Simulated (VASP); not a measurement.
Method: PBE GGA, VASP's PBE PAW potentials (set 64) (plane waves; VASP 6.6.1).

A VASP calculation is set up with these files.

File POSCAR:
```
SrTe
3.3617920
  0.0000000000   0.9999998784   0.9999998784
  0.9999998784   0.0000000000   0.9999998784
  0.9999998784   0.9999998784   0.0000000000
Sr Te
1 1
Cartesian
  0.0000000000   0.0000000000   0.0000000000
  0.9999998784   0.9999998784   0.9999998784
```

### KPOINTS
```
Automatic mesh
0
Gamma
6 6 6
0 0 0
```

### INCAR
```
SYSTEM=SrTe
PREC=Accurate; ENCUT=480; LREAL=.FALSE.
LASPH=.TRUE.
EDIFF=1E-7; NELM=100; ALGO=Normal
LMAXMIX=4
ISMEAR=0; SIGMA=0.05
GGA=PE
ISIF=2
LWAVE=.FALSE.; LCHARG=.FALSE.
```

POTCAR, in this order: Sr_sv Te (PBE.64 set). Program: vasp_std.

### Question
What will the output report for the number of irreducible k-points (NKPTS), number of bands (NBANDS), largest plane-wave count, number of space-group operations, FFT grid (NGX, NGY, NGZ)?

### Answer

```json
{
 "number of irreducible k-points (NKPTS)": "16",
 "number of bands (NBANDS)": "12",
 "largest_plane_wave_count": "1837",
 "number_of_space_group_operations": "48",
 "FFT grid (NGX, NGY, NGZ)": "36 × 36 × 36"
}
```

The compound is SrTe in the rock salt structure. It was relaxed first.
